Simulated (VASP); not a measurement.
Energy against volume of KZnF3 (cubic perovskite). All values below come from SCAN meta-GGA, VASP's PBE PAW potentials (set 64) (plane waves; VASP). Numerical set-up: 520 eV cut-off, 6×6×6 Γ-centred mesh, Gaussian smearing of 0.050 eV, potentials K_sv Zn F.

```
V (Å³/atom)  E (eV/atom)
-----------  -----------
12.334          -9.25370
12.728          -9.26662
13.122          -9.27075
13.515          -9.26803
```

Question: Fit these four points and predict the energy of the run at 13.909 Å³/atom.

Answer: A cubic in V^(−2/3), the third-order Birch-Murnaghan form, passes through the four points with V0 = 13.15 Å³/atom and B0 = 91 GPa, and gives -9.2600 eV/atom there. The run gave -9.2600 eV/atom, +0.0 meV/atom from the fit; all five points give B0 = 91 GPa.

The compound is KZnF3 in the cubic perovskite structure. It was relaxed first.
